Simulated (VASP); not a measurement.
Crystal: Ta2Bi2O.

```
Ta Bi O
1.0
    -2.05000    2.05000    5.90000
     2.05000   -2.05000    5.90000
     2.05000    2.05000   -5.90000
Ta Bi O
2 2 1
Direct
  0.50000 0.00000 0.50000
  0.00000 0.50000 0.50000
  0.83000 0.83000 0.00000
  0.17000 0.17000 0.00000
  0.50000 0.50000 0.00000
```

The cell was built by a generator and needn't be a form met in nature.

```yaml
Program: VASP 6.6.1
Task: relaxation of cell and atoms
Functional: PBE
Potentials_or_basis: VASP PAW PBE potentials, release 64 (Ta_pv, Bi_d, O)
Cutoff: 520 eV
k_mesh: 5 × 5 × 5
Occupations: gaussian, width 0.15 eV
Spin: no spin polarisation
```

At the start: pressure 18.4 GPa; volume 19.84 Å³/atom.

Q: Where does the relaxation end?

A: Over 17 steps the energy falls by 234.6 meV/atom and the volume is 24.31 Å³/atom (+22.6 %); space group I4/mmm (No. 139, to 0.05 Å).

Step by step:
```csv
step,energy change (eV),largest force (eV/Å),pressure (GPa),volume (Å³)
1,0.0000,2.0957,18.43,99.18
2,0.6138,1.6419,-15.68,135.60
3,-0.7812,0.0143,-1.67,112.98
4,-0.7835,0.0593,-1.14,112.35
5,-0.9580,0.5685,0.07,112.68
6,-0.9715,0.7608,0.54,112.74
7,-1.0232,0.6206,0.54,113.99
8,-1.1312,0.3670,0.46,117.68
9,-1.1094,0.2551,1.77,124.82
10,-1.1669,0.0866,0.98,120.64
11,-1.1151,0.1771,-3.60,126.45
12,-1.1727,0.1128,-0.15,122.03
13,-1.1727,0.0671,-0.29,122.11
14,-1.1727,0.1130,-0.47,122.06
15,-1.1620,0.2375,1.75,119.96
16,-1.1732,0.0813,0.07,121.64
17,-1.1732,0.0078,0.15,121.56
```

Final structure:
```
Ta Bi O
1.0
    -2.06091    2.06091    7.15527
     2.06091   -2.06091    7.15527
     2.06091    2.06091   -7.15527
Ta Bi O
2 2 1
Cartesian
  2.0609 0.0000 7.1553
  0.0000 2.0609 7.1553
  0.0000 0.0000 12.0460
  0.0000 0.0000 2.2645
  0.0000 0.0000 7.1553
```

Caveat: the k mesh is coarse (spacing up to 0.43 Å⁻¹), so the values aren't converged; the volume moved by over 15 % at a fixed basis, so the end points are rough; the relaxation stopped at a loose force limit of 0.08 eV/Å, so its end isn't a converged minimum.
